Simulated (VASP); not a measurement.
OSZICAR of a VASP run on Ag:

File OSZICAR:
```
       N       E                     dE             d eps       ncg     rms          rms(c)
DAV:   1     0.747579024145E+03    0.74758E+03   -0.54241E+04  2876   0.119E+03
DAV:   2    -0.104704947661E+02   -0.75805E+03   -0.72331E+03  3141   0.286E+02
DAV:   3    -0.399931509215E+02   -0.29523E+02   -0.28888E+02  3117   0.539E+01
DAV:   4    -0.404844082013E+02   -0.49126E+00   -0.49033E+00  3266   0.708E+00
DAV:   5    -0.404943912359E+02   -0.99830E-02   -0.99730E-02  3262   0.100E+00    0.181E+01
DAV:   6    -0.369278083446E+02    0.35666E+01   -0.13222E+01  2984   0.173E+01    0.109E+01
DAV:   7    -0.368019850400E+02    0.12582E+00   -0.31554E-01  3033   0.188E+00    0.565E+00
DAV:   8    -0.367664064454E+02    0.35579E-01   -0.23221E-02  3082   0.189E+00    0.370E-01
DAV:   9    -0.367652230729E+02    0.11834E-02   -0.75122E-03  3097   0.111E+00    0.110E-01
DAV:  10    -0.367653316876E+02   -0.10861E-03   -0.90726E-04  3158   0.125E-01    0.527E-02
DAV:  11    -0.367653141570E+02    0.17531E-04   -0.14642E-04  3082   0.120E-01    0.335E-02
DAV:  12    -0.367652637618E+02    0.50395E-04   -0.15771E-04  2991   0.432E-02    0.148E-02
DAV:  13    -0.367653118908E+02   -0.48129E-04   -0.27641E-05  2046   0.311E-02    0.113E-02
DAV:  14    -0.367654071231E+02   -0.95232E-04   -0.36902E-05  2154   0.396E-02    0.717E-03
DAV:  15    -0.367655213337E+02   -0.11421E-03   -0.13603E-05  1876   0.202E-02    0.495E-03
DAV:  16    -0.367655739011E+02   -0.52567E-04   -0.49605E-06  1815   0.109E-02    0.250E-03
DAV:  17    -0.367656063979E+02   -0.32497E-04   -0.28202E-06  1826   0.349E-03    0.996E-04
DAV:  18    -0.367656222421E+02   -0.15844E-04   -0.15085E-06  1790   0.215E-03    0.719E-04
DAV:  19    -0.367656339889E+02   -0.11747E-04   -0.48794E-07  1794   0.131E-03    0.569E-04
DAV:  20    -0.367656483866E+02   -0.14398E-04   -0.32937E-07  1752   0.199E-03    0.520E-04
DAV:  21    -0.367656534158E+02   -0.50293E-05   -0.12005E-07  1770   0.805E-04
   1 F= -.36765653E+02 E0= -.36766465E+02  d E =-.367657E+02
       N       E                     dE             d eps       ncg     rms          rms(c)
DAV:   1    -0.367790780791E+02   -0.13430E-01   -0.65198E+00  2844   0.815E+00    0.159E-01
DAV:   2    -0.367828047854E+02   -0.37267E-02   -0.38952E-02  3059   0.100E+00    0.151E-01
DAV:   3    -0.367827573529E+02    0.47433E-04   -0.79321E-04  3092   0.144E-01    0.962E-02
DAV:   4    -0.367826550322E+02    0.10232E-03   -0.26436E-04  3064   0.639E-02    0.395E-02
DAV:   5    -0.367826580671E+02   -0.30349E-05   -0.35368E-05  2512   0.290E-02
   2 F= -.36782658E+02 E0= -.36783413E+02  d E =-.170047E-01
       N       E                     dE             d eps       ncg     rms          rms(c)
DAV:   1    -0.367705107051E+02    0.12144E-01   -0.58945E+01  2844   0.246E+01    0.542E-01
DAV:   2    -0.368049078482E+02   -0.34397E-01   -0.36014E-01  3030   0.305E+00    0.476E-01
DAV:   3    -0.368043956008E+02    0.51225E-03   -0.76092E-03  3112   0.465E-01    0.283E-01
DAV:   4    -0.368035444433E+02    0.85116E-03   -0.23370E-03  2985   0.202E-01    0.106E-01
DAV:   5    -0.368035562322E+02   -0.11789E-04   -0.23958E-04  3077   0.834E-02    0.280E-02
DAV:   6    -0.368035270234E+02    0.29209E-04   -0.67625E-05  2956   0.278E-02    0.137E-02
DAV:   7    -0.368035264919E+02    0.53151E-06   -0.70539E-06  1720   0.126E-02
   3 F= -.36803526E+02 E0= -.36804115E+02  d E =-.378731E-01
       N       E                     dE             d eps       ncg     rms          rms(c)
DAV:   1    -0.368034600666E+02    0.66957E-04   -0.33064E-01  2865   0.184E+00    0.391E-02
DAV:   2    -0.368036480370E+02   -0.18797E-03   -0.19619E-03  3051   0.225E-01    0.365E-02
DAV:   3    -0.368036448889E+02    0.31481E-05   -0.39465E-05  2716   0.329E-02    0.231E-02
DAV:   4    -0.368036395079E+02    0.53811E-05   -0.14459E-05  1665   0.156E-02
   4 F= -.36803640E+02 E0= -.36804243E+02  d E =-.379861E-01
       N       E                     dE             d eps       ncg     rms          rms(c)
DAV:   1    -0.368074976887E+02   -0.38528E-02   -0.52026E+00  2844   0.740E+00    0.105E-01
DAV:   2    -0.368102363229E+02   -0.27386E-02   -0.28455E-02  3034   0.867E-01    0.860E-02
DAV:   3    -0.368101546203E+02    0.81703E-04   -0.51127E-04  3168   0.112E-01    0.619E-02
DAV:   4    -0.368100612075E+02    0.93413E-04   -0.26189E-04  2956   0.585E-02    0.150E-02
DAV:   5    -0.368100625567E+02   -0.13492E-05   -0.13778E-05  1688   0.177E-02
   5 F= -.36810063E+02 E0= -.36810583E+02  d E =-.642305E-02
       N       E                     dE             d eps       ncg     rms          rms(c)
DAV:   1    -0.368074475228E+02    0.26137E-02   -0.12114E+01  2844   0.113E+01    0.167E-01
DAV:   2    -0.368138572597E+02   -0.64097E-02   -0.66412E-02  3019   0.132E+00    0.130E-01
DAV:   3    -0.368136643017E+02    0.19296E-03   -0.11926E-03  3152   0.173E-01    0.924E-02
DAV:   4    -0.368134696121E+02    0.19469E-03   -0.58186E-04  2984   0.890E-02    0.211E-02
DAV:   5    -0.368134723980E+02   -0.27859E-05   -0.25606E-05  1869   0.257E-02
   6 F= -.36813472E+02 E0= -.36813877E+02  d E =-.983289E-02
       N       E                     dE             d eps       ncg     rms          rms(c)
DAV:   1    -0.368144935203E+02   -0.10239E-02   -0.45011E+00  2844   0.688E+00    0.839E-02
DAV:   2    -0.368168163038E+02   -0.23228E-02   -0.24126E-02  3027   0.799E-01    0.825E-02
DAV:   3    -0.368167555049E+02    0.60799E-04   -0.39642E-04  3193   0.947E-02    0.622E-02
DAV:   4    -0.368166517657E+02    0.10374E-03   -0.18883E-04  2991   0.500E-02    0.257E-02
DAV:   5    -0.368166501956E+02    0.15701E-05   -0.60821E-05  3019   0.285E-02
   7 F= -.36816650E+02 E0= -.36817022E+02  d E =-.317780E-02
       N       E                     dE             d eps       ncg     rms          rms(c)
DAV:   1    -0.368132945903E+02    0.33572E-02   -0.10733E+01  2844   0.106E+01    0.135E-01
DAV:   2    -0.368188453252E+02   -0.55507E-02   -0.57730E-02  3041   0.123E+00    0.128E-01
DAV:   3    -0.368186906067E+02    0.15472E-03   -0.95874E-04  3160   0.148E-01    0.948E-02
DAV:   4    -0.368184393294E+02    0.25128E-03   -0.50092E-04  2999   0.820E-02    0.358E-02
DAV:   5    -0.368184388913E+02    0.43807E-06   -0.10853E-04  3074   0.396E-02    0.143E-02
DAV:   6    -0.368184380601E+02    0.83122E-06   -0.39364E-06  1674   0.800E-03
   8 F= -.36818438E+02 E0= -.36818751E+02  d E =-.496566E-02
       N       E                     dE             d eps       ncg     rms          rms(c)
DAV:   1    -0.368186268964E+02   -0.18801E-03   -0.19310E+00  2844   0.451E+00    0.708E-02
DAV:   2    -0.368196422122E+02   -0.10153E-02   -0.10463E-02  3000   0.524E-01    0.574E-02
DAV:   3    -0.368196049174E+02    0.37295E-04   -0.17816E-04  3138   0.630E-02    0.391E-02
DAV:   4    -0.368195788874E+02    0.26030E-04   -0.11077E-04  2950   0.416E-02    0.861E-03
DAV:   5    -0.368195795728E+02   -0.68536E-06   -0.33188E-06  1660   0.145E-02
   9 F= -.36819580E+02 E0= -.36819847E+02  d E =-.114151E-02
```

### Question
Which electronic solver shows in the log?

### Answer
It is blocked Davidson (ALGO = Normal, or the opening steps of other solvers). The INCAR had ALGO = Normal.

### Question
Can the final energy be trusted as converged?

### Answer
The run converged. It stopped with EDIFF = 1E-5, NELM = 100, NSW = 50 and EDIFFG = -0.03 after 9 ionic steps (PBEsol GGA, plane waves, VASP's PBE PAW potentials (set 64)).

The cell is a thin slab with vacuum, built from Ag (fcc): (211) face.
